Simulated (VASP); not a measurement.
An input for Ansatz (written as the equivalent of a VASP run, and not itself run):

Ansatz 0.2 input:
```yaml
crystal:
  lattice:
    - [0.0000000, 3.2175245, 3.2175245]
    - [3.2175245, 0.0000000, 3.2175245]
    - [3.2175245, 3.2175245, 0.0000000]
  atoms:
    - { symbol: Na, position: [0.2500000, 0.2500000, 0.2500000] }
    - { symbol: Na, position: [0.7500000, 0.7500000, 0.7500000] }
    - { symbol: S, position: [0.0000000, 0.0000000, 0.0000000] }
kpoints:
  mp_grid: { grid: [6, 6, 6] }
hamiltonian:
  xc: pbe
  pseudopotentials: { kind: paw }
scf:
  occupations: { method: gaussian, width: 0.05 }
  max_iter: 100
relax:
  max_steps: 40
  f_tol: 0.01
  cell: { p_target: 2 }
output: { forces: true, stress: true, eigenvalues: true }
```

**Question.** Translate this input to VASP (INCAR, KPOINTS, POSCAR, choice of POTCAR).

**Answer.** Several could match; the one computed here: 
**KPOINTS**
```
Regular mesh
0
G
  6 6 6
```

### INCAR
```
# general
SYSTEM  = Na2S
PREC    = Accurate
ENCUT   = 480   # plane-wave cut-off (eV)
LREAL   = .FALSE.   # projection in real space or not
LASPH   = .TRUE.

# electronic loop
EDIFF   = 1E-7
NELM    = 100   # most electronic steps
ALGO    = Normal   # blocked Davidson

# smearing
ISMEAR  = 0
SIGMA   = 0.05   # width (eV)

# functional
GGA     = PE   # PBE

# ions
IBRION  = 2   # conjugate gradients
NSW     = 40   # most ionic steps
ISIF    = 3   # ions, shape and volume
EDIFFG  = -0.01
PSTRESS = 20   # kbar

# output
LWAVE   = .FALSE.
LCHARG  = .FALSE.
```

POSCAR:
```
Na2S
1.0
  0.0000000000   3.2175245177   3.2175245177
  3.2175245177   0.0000000000   3.2175245177
  3.2175245177   3.2175245177   0.0000000000
Na S
2 1
Direct
  0.2500000000   0.2500000000   0.2500000000
  0.7500000000   0.7500000000   0.7500000000
  0.0000000000   0.0000000000   0.0000000000
```

POTCAR, in this order: Na_pv S (PBE.64 set). Program: vasp_std.

Limits of the translation: each code has its own PAW files, so the cut-off isn't converted (ENCUT is set for VASP's; basis.ecutwfc is left out, and Ansatz then takes the one that its files recommend); Ansatz stops its SCF on the density residual and VASP on the energy change (EDIFF).

The compound is Na2S in the antifluorite structure. It was relaxed first under an external pressure of 2 GPa.
